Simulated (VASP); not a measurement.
An input for Quantum ESPRESSO's pw.x (written as the equivalent of a VASP run, and not itself run):

```
&CONTROL
  calculation = 'scf'
  pseudo_dir = './pseudo'
  outdir = './out'
  tprnfor = .true.
  tstress = .false.
/
&SYSTEM
  ibrav = 0
  nat = 2
  ntyp = 2
  ecutwfc = 70
  occupations = 'smearing'
  smearing = 'gaussian'
  degauss = 0.000735
  input_dft = 'hse'
  nqx1 = 5
  nqx2 = 5
  nqx3 = 5
  screening_parameter = 0.1058
/
&ELECTRONS
  conv_thr = 7.3e-08
  electron_maxstep = 100
/
ATOMIC_SPECIES
  Cs 132.905 Cs.upf
  I 126.904 I.upf
CELL_PARAMETERS angstrom
     4.6652100    0.0000000    0.0000000
     0.0000000    4.6652100    0.0000000
     0.0000000    0.0000000    4.6652100
ATOMIC_POSITIONS crystal
  Cs  -0.0066580 -0.0012270 -0.0012740
  I    0.5066580  0.5012270  0.5012740
K_POINTS automatic
  5 5 5 0 0 0
```

**Question.** Translate this input to VASP (INCAR, KPOINTS, POSCAR, choice of POTCAR).

**Answer.** Several could match; the one computed here: 
### KPOINTS
```
Regular mesh
0
G
5 5 5
0 0 0
```

POSCAR:
```
CsI
1
    4.6652100000     0.0000000000     0.0000000000
    0.0000000000     4.6652100000     0.0000000000
    0.0000000000     0.0000000000     4.6652100000
Cs I
1 1
Direct
 -0.0066580000  -0.0012270000  -0.0012740000
  0.5066580000   0.5012270000   0.5012740000
```

**INCAR**
```
SYSTEM = CsI
PREC = Accurate
ENCUT = 345
EDIFF = 1E-6
NELM = 100
ALGO = Normal
LREAL = .FALSE.
LASPH = .TRUE.
ISMEAR = 0
SIGMA = 0.01
GGA = PE
HFSCREEN = 0.2
AEXX = 0.25
LHFCALC = .TRUE.
PRECFOCK = Fast
ISYM = 3
LMAXMIX = 4
LWAVE = .FALSE.
LCHARG = .FALSE.
ISIF = 2
```

POTCAR, in this order: Cs_sv I (PBE.64 set). Program: vasp_std.

Limits of the translation: the potentials are each code's own (VASP's PAW set, PseudoDojo norm-conserving files in pw.x), so ENCUT and ecutwfc are chosen apart and not converted; conv_thr bounds pw.x's estimated SCF error, while EDIFF bounds the energy change between steps.

The structure comes from a computed database's CsI entry; how it stands against other phases isn't given here. The cell was not relaxed at this level. The run is one of a series of settings (ENCUT = 345 against the base run), some of them coarse on purpose.
